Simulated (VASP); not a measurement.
# PtF2 (Fm-3m) in VASP: further runs

The runs below take PtF2 through single point, with LDA+U.

All numbers are computed with VASP 6.6.1; they aren't measurements. Logs are shortened: lines on timing, memory, paths and dates and some standing lists are left out, and cuts for length are marked.

### 1 The structure

It takes space group Fm-3m (No. 225, cubic). The conventional cell has a = 5.105 Å, b = 5.105 Å, c = 5.105 Å, α = 90.00°, β = 90.00°, γ = 90.00°. Pt (site symmetry m-3m) has 8 F at 2.21 Å as nearest neighbours. F (site symmetry -43m) is surrounded by 4 Pt at 2.21 Å.

The cell comes from a database or a generator and needn't be the stable form of this composition.

### 2 Single point, LDA+U, collinear spin, zero start

Input file INCAR:

```
SYSTEM = PtF2
PREC = Accurate
ENCUT = 520
EDIFF = 1E-6
ISMEAR = 0
SIGMA = 0.05
LREAL = .False.
LASPH = .True.
NELM = 80
ALGO = Fast
ISIF = 2
LWAVE = .False.
LCHARG = .False.
ISPIN = 2
MAGMOM = 0 0 0
LORBIT = 11
LMAXMIX = 4
LDAU = .True.
LDAUTYPE = 2
LDAUL = 2 -1
LDAUU = 4 0
LDAUJ = 0 0
LDAUPRINT = 1
```

Input file KPOINTS:

```
Automatic mesh
0
Gamma
  6 6 6
  0 0 0
```

Input file POSCAR:

```
PtF2
1.0
    0.0000000000      2.5525506100      2.5525506100
    2.5525506100      0.0000000000      2.5525506100
    2.5525506100      2.5525506100      0.0000000000
Pt F
1 2
Direct
    0.0000000000      0.0000000000      0.0000000000
    0.2500000000      0.2500000000      0.2500000000
    0.7500000000      0.7500000000      0.7500000000
```

Potentials or basis: VASP PAW LDA potentials, release 64 (Pt, F).

Launch:

```sh
cat potpaw_LDA.64/Pt/POTCAR potpaw_LDA.64/F/POTCAR > POTCAR
mpirun -np 1 vasp_std > vasp.out
```

OUTCAR:

```text
SYSTEM = PtF2
   PREC = Accurate
   ENCUT = 520
   EDIFF = 1E-6
   ISMEAR = 0
   LREAL = .False.
   LASPH = .True.
   NELM = 80
   ISIF = 2
   ISPIN = 2
   LORBIT = 11

 ion  position               nearest neighbor table
   1  0.000  0.000  0.000-   3 2.21   3 2.21   3 2.21   2 2.21   3 2.21   2 2.21   2 2.21   2 2.21

   2  0.250  0.250  0.250-   1 2.21   1 2.21   1 2.21   1 2.21
   3  0.750  0.750  0.750-   1 2.21   1 2.21   1 2.21   1 2.21

  LATTYP: Found a face centered cubic cell.
 ALAT       =     5.1051012200

  Lattice vectors:

 A1 = (   0.0000000000,   2.5525506100,   2.5525506100)
 A2 = (   2.5525506100,   0.0000000000,   2.5525506100)
 A3 = (   2.5525506100,   2.5525506100,   0.0000000000)

Analysis of symmetry for initial positions (statically):
=====================================================================
 Subroutine PRICEL returns:
 Original cell was already a primitive cell.

 Routine SETGRP: Setting up the symmetry group for a
 face centered cubic supercell.

 Subroutine GETGRP returns: Found 48 space group operations
 (whereof 48 operations were pure point group operations)
 out of a pool of 48 trial point group operations.

The static configuration has the point symmetry O_h .

Analysis of symmetry for dynamics (positions and initial velocities):
=====================================================================
 Subroutine PRICEL returns:
 Original cell was already a primitive cell.

 Routine SETGRP: Setting up the symmetry group for a
 face centered cubic supercell.

 Subroutine GETGRP returns: Found 48 space group operations
 (whereof 48 operations were pure point group operations)
 out of a pool of 48 trial point group operations.

The dynamic configuration has the point symmetry O_h .

Analysis of structural, dynamic, and magnetic symmetry:
=====================================================================
 Subroutine PRICEL returns:
 Original cell was already a primitive cell.

 Routine SETGRP: Setting up the symmetry group for a
 face centered cubic supercell.

 Subroutine GETGRP returns: Found 48 space group operations
 (whereof 48 operations were pure point group operations)
 out of a pool of 48 trial point group operations.

The overall configuration has the point symmetry O_h .

 Subroutine INISYM returns: Found 48 space group operations
 (whereof 48 operations are pure point group operations),
 and found     1 'primitive' translations

----------------------------------------------------------------------------------------

                                     Primitive cell

  volume of cell :      33.2624

  direct lattice vectors                    reciprocal lattice vectors
     0.000000000  2.552550610  2.552550610    -0.195882502  0.195882502  0.195882502
     2.552550610  0.000000000  2.552550610     0.195882502 -0.195882502  0.195882502
     2.552550610  2.552550610  0.000000000     0.195882502  0.195882502 -0.195882502

  length of vectors
     3.609851691  3.609851691  3.609851691     0.339278446  0.339278446  0.339278446

  position of ions in fractional coordinates (direct lattice)
     0.000000000  0.000000000  0.000000000
     0.250000000  0.250000000  0.250000000
     0.750000000  0.750000000  0.750000000

  ion indices of the primitive-cell ions
   primitive index   ion index
                 1           1
                 2           2
                 3           3

----------------------------------------------------------------------------------------

 KPOINTS: Automatic mesh

Automatic generation of k-mesh.
 Grid dimensions read from file:
[... 77 lines left out ...]
  volume/ion in A,a.u.               =      11.09        74.82
  Fermi-wavevector in a.u.,A,eV,Ry     =   1.468343  2.774766 29.334589  2.156032
  Thomas-Fermi vector in A             =   2.583852
   LORBIT       =     11    0 simple, 1 ext, 2 COOP (PROOUT), +10 PAW based schemes
 LDA+U is selected, type is set to LDAUTYPE =  2
   angular momentum for each species LDAUL =     2   -1
   U (eV)           for each species LDAUU =   4.0  0.0
   J (eV)           for each species LDAUJ =   0.0  0.0
   GGA     = CA    functional components
   LHFCALC =     F    Hartree Fock is set to
   AEXX    =    0.0000 exact exchange contribution
   IVDW    =     0    specifies the selected vdW correction
   LEPSILON=     F    determine dielectric tensor
   LRPA    =     F    only Hartree local field effects (RPA)
 spin polarized calculation
 RMM-DIIS sequential band-by-band and
 Gauss-broadening in eV      SIGMA  =   0.05
  energy-cutoff  :      520.00
  volume of cell :       33.26
 maximum number of plane-waves:       934
   NGX = 13   NGY = 13   NGZ = 13

 number of electron      23.9999986 magnetization       0.0003893

atom =   1  type =  1  l = 2

 onsite density matrix

spin component  1

  0.7722  0.0000 -0.0000  0.0000 -0.0000
  0.0000  0.7722 -0.0000  0.0000 -0.0000
 -0.0000 -0.0000  0.9500 -0.0000 -0.0000
  0.0000  0.0000 -0.0000  0.7722  0.0000
 -0.0000 -0.0000 -0.0000  0.0000  0.9500

spin component  2

  0.7723 -0.0000 -0.0000  0.0000 -0.0000
 -0.0000  0.7723 -0.0000  0.0000 -0.0000
 -0.0000 -0.0000  0.9500 -0.0000 -0.0000
  0.0000  0.0000 -0.0000  0.7723  0.0000
 -0.0000 -0.0000 -0.0000  0.0000  0.9500

 occupancies and eigenvectors

  o =  0.7722  v =  0.0000 -0.9762  0.0000  0.2169  0.0000  0.0000  0.0000  0.0000  0.0000  0.0000      0.0000  0.0000  0.0000  0.0000  0.0000  0.0000  0.0000  0.0000  0.0000  0.0000
  o =  0.7722  v =  0.0000  0.2169 -0.0000  0.9762  0.0000  0.0000  0.0000  0.0000  0.0000  0.0000      0.0000  0.0000  0.0000  0.0000  0.0000  0.0000  0.0000  0.0000  0.0000  0.0000
  o =  0.7722  v =  1.0000  0.0000  0.0000  0.0000  0.0000  0.0000  0.0000  0.0000  0.0000  0.0000      0.0000  0.0000  0.0000  0.0000  0.0000  0.0000  0.0000  0.0000  0.0000  0.0000
  o =  0.7723  v =  0.0000  0.0000  0.0000  0.0000  0.0000  0.0000 -0.0663  0.0000  0.9978 -0.0000      0.0000  0.0000  0.0000  0.0000  0.0000  0.0000  0.0000  0.0000  0.0000  0.0000
  o =  0.7723  v =  0.0000  0.0000  0.0000  0.0000  0.0000  0.0000 -0.9978  0.0000 -0.0663  0.0000      0.0000  0.0000  0.0000  0.0000  0.0000  0.0000  0.0000  0.0000  0.0000  0.0000
  o =  0.7723  v =  0.0000  0.0000  0.0000  0.0000  0.0000  1.0000  0.0000  0.0000  0.0000  0.0000      0.0000  0.0000  0.0000  0.0000  0.0000  0.0000  0.0000  0.0000  0.0000  0.0000
  o =  0.9500  v =  0.0000  0.0000  0.0000  0.0000  0.0000  0.0000  0.0000  0.9996 -0.0000  0.0278      0.0000  0.0000  0.0000  0.0000  0.0000  0.0000  0.0000  0.0000  0.0000  0.0000
  o =  0.9500  v =  0.0000  0.0000  0.0000  0.0000  0.0000  0.0000 -0.0000  0.0278 -0.0000 -0.9996      0.0000  0.0000  0.0000  0.0000  0.0000  0.0000  0.0000  0.0000  0.0000  0.0000
  o =  0.9500  v =  0.0000 -0.0000 -0.9992 -0.0000 -0.0394  0.0000  0.0000  0.0000  0.0000  0.0000      0.0000  0.0000  0.0000  0.0000  0.0000  0.0000  0.0000  0.0000  0.0000  0.0000
  o =  0.9500  v =  0.0000  0.0000 -0.0394 -0.0000  0.9992  0.0000  0.0000  0.0000  0.0000  0.0000      0.0000  0.0000  0.0000  0.0000  0.0000  0.0000  0.0000  0.0000  0.0000  0.0000

 number of electron      23.9999986 magnetization      -0.0000480

 Free energy of the ion-electron system (eV)
  ---------------------------------------------------
  ext. energy  EPLUGINS =         0.00000000
  ---------------------------------------------------
  free energy    TOTEN  =       -10.23778503 eV

  energy without entropy =      -10.23135448  energy(sigma->0) =      -10.23456975

 E-fermi :   5.6649     XC(G=0): -12.2441

 val. band max:        5.6524048545   @ k =  -0.1667   0.1667   0.0000
 cond. band min:       5.6649009360   @ k =  -0.3333   0.3333   0.0000
 fundamental gap:      0.0124960815
 Fermi energy:         5.6648987421

 spin component 1

 k-point     1 :       0.0000    0.0000    0.0000
  band No.  band energies     occupation
      1     -19.3741      1.00000
      2     -17.7281      1.00000
      3      -2.9560      1.00000
      4      -2.9560      1.00000
      5      -2.9560      1.00000
      6       0.6563      1.00000
[... 280 lines left out ...]
      2     -18.4141      1.00000
      3      -3.2510      1.00000
      4      -2.2192      1.00000
      5      -1.2524      1.00000
      6      -0.6320      1.00000
[... 8 lines left out ...]
     15      15.2353      0.00000
     16      15.4267      0.00000
 Fermi energy:         5.6648987421

 spin component 2

 k-point     1 :       0.0000    0.0000    0.0000
  band No.  band energies     occupation
      1     -19.3742      1.00000
      2     -17.7281      1.00000
      3      -2.9560      1.00000
      4      -2.9560      1.00000
      5      -2.9560      1.00000
      6       0.6563      1.00000
[... 281 lines left out ...]
      3      -3.2510      1.00000
      4      -2.2193      1.00000
      5      -1.2524      1.00000
      6      -0.6320      1.00000
[... 8 lines left out ...]
     15      15.2354      0.00000
     16      15.4267      0.00000

------------------------ aborting loop because EDIFF is reached ----------------------------------------

  FORCE on cell =-STRESS in cart. coord.  units (eV):
  Direction    XX          YY          ZZ          XY          YZ          ZX
  --------------------------------------------------------------------------------------
  -------------------------------------------------------------------------------------
  Total        2.7506033      2.7506033      2.7506033      0.0000000     -0.0000000      0.0000000
  in kB      132.4907185    132.4907185    132.4907185      0.0000000     -0.0000000      0.0000000
  external PRESSURE =     132.4907185 kB  Pullay stress =       0.0000000 kB

 VOLUME and BASIS-vectors are now :
 -----------------------------------------------------------------------------
  energy-cutoff  :      520.00
  volume of cell :       33.26
      direct lattice vectors                 reciprocal lattice vectors
     0.000000000  2.552550610  2.552550610    -0.195882502  0.195882502  0.195882502
     2.552550610  0.000000000  2.552550610     0.195882502 -0.195882502  0.195882502
     2.552550610  2.552550610  0.000000000     0.195882502  0.195882502 -0.195882502

 POSITION                                       TOTAL-FORCE (eV/Angst)
 -----------------------------------------------------------------------------------
      0.00000      0.00000      0.00000         0.000000     -0.000000     -0.000000
      1.27628      1.27628      1.27628        -0.000000      0.000000      0.000000
      3.82883      3.82883      3.82883         0.000000      0.000000     -0.000000
 -----------------------------------------------------------------------------------
    total drift:                                0.000000      0.000000      0.000000

  FREE ENERGIE OF THE ION-ELECTRON SYSTEM (eV)
  ---------------------------------------------------
  free  energy   TOTEN  =       -10.2377850253 eV

  energy  without entropy=      -10.2313544798  energy(sigma->0) =      -10.23456975

 total charge

# of ion       s       p       d       tot
------------------------------------------
    1        0.357   0.372   8.378   9.107
    2        1.753   4.249   0.000   6.002
    3        1.753   4.249   0.000   6.002
--------------------------------------------------
tot          3.863   8.871   8.378  21.111

 magnetization (x)

# of ion       s       p       d       tot
------------------------------------------
    1       -0.000  -0.000  -0.000  -0.000
    2       -0.000  -0.000   0.000  -0.000
    3       -0.000  -0.000   0.000  -0.000
--------------------------------------------------
tot         -0.000  -0.000  -0.000  -0.000
```

It took 26 s on 1 thread of AMD EPYC 7R13 (Zen 3), shared host; peak memory 0.12 GiB.

Results:

```
Free energy                                           : -10.2378 eV
Pressure                                              : 13.2 GPa
Band gap on the k mesh                                : none (metal or under the smearing width)
Net moment                                            : 0.00 μB per cell
Valence electrons inside the program's atomic spheres : Pt 9.11; F 6.00
```

Eigenvalues of the final occupation matrices:
```tsv
site	spin	trace	eigenvalues
site 1 d	1	4.22	0.77 0.77 0.77 0.95 0.95
site 1 d	2	4.22	0.77 0.77 0.77 0.95 0.95
```

Spin-orbit coupling is left out, which matters for the levels of Pt.

### 3 Single point, LDA+U, collinear spin, random start

Input file INCAR:

```
PREC     = Accurate       # precision mode
ENCUT    = 520            # plane-wave cutoff, eV
EDIFF    = 1E-7           # SCF threshold, eV
ISMEAR   = 0              # smearing method
SIGMA    = 0.05           # smearing width, eV
LREAL    = False          # projectors in reciprocal space
LASPH    = True           # aspherical terms in the spheres
NELM     = 100            # most SCF steps
ALGO     = Fast           # electronic algorithm
ISIF     = 2              # what is computed and relaxed
LWAVE    = False          # write WAVECAR
LCHARG   = True           # write CHGCAR
ISPIN    = 2              # spin polarisation
MAGMOM   = 0.44 0 0       # initial moments
LORBIT   = 11             # projections on sites
LMAXMIX  = 4              # l up to which the mixer works
LDAU     = True           # DFT+U
LDAUTYPE = 2            
LDAUL    = 2 -1           # shell
LDAUU    = 4 0            # U, eV
LDAUJ    = 0 0          
LDAUPRINT= 1            
GGA      = CA             # functional
LELF     = True           # ELF
LVHAR    = True         
NBANDS   = 23             # bands
```

Input file KPOINTS:

```
Automatic mesh
0
Gamma
  6 6 6
```

POSCAR is that of step 2.

Potentials or basis: VASP PAW LDA potentials, release 64 (Pt, F).

Launch:

```sh
cat potpaw_LDA.64/Pt/POTCAR potpaw_LDA.64/F/POTCAR > POTCAR
mpirun -np 1 vasp_std > vasp.out
```

Run time: 50 s. Hardware: 1 thread of AMD EPYC 7R13 (Zen 3), shared host; peak memory 0.12 GiB.

Results (log left out):

```yaml
Free_energy: -10.8430 eV
Pressure: 18.3 GPa
Band_gap_on_the_k_mesh: none (metal or under the smearing width)
Net_moment: 2.01 μB per cell
Site_moments: Pt +1.58; F +0.22 μB
Valence_electrons_inside_the_program's_atomic_spheres: Pt 9.04; F 6.03
```

Levels at points of the mesh, in eV from the Fermi level:
Spin up:
| k point | band 9 | band 10 | band 11 | band 12 | band 13 | band 14 | band 15 | band 16 | band 17 | band 18 |
| --- | --- | --- | --- | --- | --- | --- | --- | --- | --- | --- |
| (0.00, 0.00, 0.00) | -4.30 | -4.30 | -0.81 | -0.81 | -0.81 | 0.00 | 10.96 | 10.96 | 10.96 | 15.82 |
| (0.50, 0.00, 0.00) | -4.12 | -4.12 | -3.86 | -1.18 | -1.18 | 4.85 | 6.06 | 13.84 | 13.84 | 17.00 |
| (0.50, 0.50, 0.00) | -3.96 | -3.79 | -3.73 | -1.94 | -1.94 | 5.96 | 7.90 | 9.66 | 12.85 | 12.85 |
Spin down:
```csv
k point,band 7,band 8,band 9,band 10,band 11,band 12,band 13,band 14,band 15,band 16
"(0.00, 0.00, 0.00)",-5.10,-5.10,-3.66,-3.66,0.33,1.52,1.52,1.52,11.14,11.14
"(0.50, 0.00, 0.00)",-6.10,-6.10,-3.18,-3.18,-0.88,0.97,0.97,5.35,6.24,14.16
"(0.50, 0.50, 0.00)",-5.83,-4.60,-3.12,-3.12,-1.04,0.36,0.36,6.49,8.13,9.84
```

Eigenvalues of the final occupation matrices:
```
    site  spin  trace               eigenvalues
site 1 d     1   4.96  0.96 0.96 1.01 1.01 1.01
site 1 d     2   3.38  0.49 0.49 0.49 0.95 0.95
```

The run has no spin-orbit coupling, so splittings on Pt are missing. The state reached can hang on the start; a lower one may exist.

### 4 Single point, LDA+U, collinear spin, ferromagnetic start

Input file INCAR:

```
SYSTEM = PtF2
ALGO = Fast
EDIFF = 1E-6
ENCUT = 520
ISIF = 2
ISMEAR = 0
ISPIN = 2
LASPH = .True.
LCHARG = .False.
LDAU = .True.
LDAUJ = 0 0
LDAUL = 2 -1
LDAUPRINT = 1
LDAUTYPE = 2
LDAUU = 4 0
LMAXMIX = 4
LORBIT = 11
LREAL = .False.
LWAVE = .False.
MAGMOM = 0.5 0 0
NBANDS = 23
NELM = 80
NUPDOWN = 4
PREC = Accurate
SIGMA = 0.05
```

Input file KPOINTS:

```
k-points
0
Gamma
  6 6 6
  0 0 0
```

POSCAR is that of step 3.

Launch:

```sh
cat potpaw_LDA.64/Pt/POTCAR potpaw_LDA.64/F/POTCAR > POTCAR
mpirun -np 1 vasp_std > vasp.out
```

Wall time 44 s (1 thread of AMD EPYC 7R13 (Zen 3), shared host); peak memory 0.12 GiB.

Results (log left out):

* Free energy: -6.3091 eV
* Pressure: 46.2 GPa
* Net moment: 4.00 μB per cell
* Site moments: Pt +2.87; F +0.45 μB
* Valence electrons inside the program's atomic spheres: Pt 8.76; F 6.05

Eigenvalues of the final occupation matrices:
```tsv
site	spin	trace	eigenvalues
site 1 d	1	4.97	0.96 0.96 1.02 1.02 1.02
site 1 d	2	2.58	0.23 0.23 0.23 0.95 0.95
```

Caveat: the moment is held away from its start; a pressure of tens of GPa on the cell as given is suspect, and the run, the potentials or the cell itself is likely at fault; the total moment is fixed, so each spin has its own Fermi level. The run has no spin-orbit coupling, so splittings on Pt are missing.

### 5 The runs side by side

```tsv
spin	fixed moment (μB)	further INCAR settings	gap on the mesh (eV)	pressure (GPa)	moment (μB)
collinear, zero start	-	ALGO = Fast; EDIFF = 1e-06	none	13.2	0.00
collinear, random start	-	ALGO = Fast; EDIFF = 1e-07; NBANDS = 23	none	18.3	2.01
collinear, ferromagnetic start	4	ALGO = Fast; EDIFF = 1e-06; NBANDS = 23	-	46.2	4.00
```

Alike in all rows: task single point; level LDA+U; potentials or basis VASP PAW LDA potentials, release 64 (Pt, F); Pt d U = 4 eV; cell as given; k mesh 6 × 6 × 6; cutoff (eV) 520; smearing gaussian 0.05 eV.

Caveats: the moment is held away from its start (some runs); a pressure of tens of GPa on the cell as given is suspect, and the run, the potentials or the cell itself is likely at fault (some runs); the total moment is fixed, so each spin has its own Fermi level (some runs).

Total energies depend on the potentials used, so only differences within one code and one set of settings carry meaning.
